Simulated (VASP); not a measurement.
A cell of Al2EuGe2 (space group P-3m1) near equilibrium:

```
CELL_PARAMETERS angstrom
      4.18003     0.00000     0.00000
     -2.09002     3.62001     0.00000
      0.00000     0.00000     7.18998
ATOMIC_POSITIONS crystal
  Eu 0.00000 0.00000 0.00000
  Al 0.66667 0.33333 0.37291
  Al 0.33333 0.66667 0.62709
  Ge 0.66667 0.33333 0.73761
  Ge 0.33333 0.66667 0.26239
```

Calculation: r2SCAN meta-GGA, VASP's PBE PAW potentials (set 64) (plane waves; VASP).

The 4f electrons are frozen in the core of the lanthanide potential, so 4f levels, which can set the real gap, and their magnetism are missing.

| run | ΔE (meV/atom) | σxx | σyy | σzz | largest shear component, with its sign (GPa) | largest force (eV/Å) |
|---|---|---|---|---|---|---|
| as it is | 0.0 | 0.05 | 0.05 | 0.08 | 0.00 | 0.017 |
| after one change | 26.6 | 6.82 | 6.82 | 1.93 | 0.00 | 0.172 |
Stress is in GPa, positive when the cell is compressed.

Problem. What was changed between the two runs?
A. atom 5 (Ge) moved by -0.150 Å along y
B. biaxial strain of -3.0 % in the xy plane
C. uniaxial strain of +3.0 % along y
D. uniaxial strain of -2.0 % along z

Solution. B, biaxial strain of -3.0 % in the xy plane

The structure comes from a computed database's Al2EuGe2 entry (P-3m1); how it stands against other phases isn't given here.
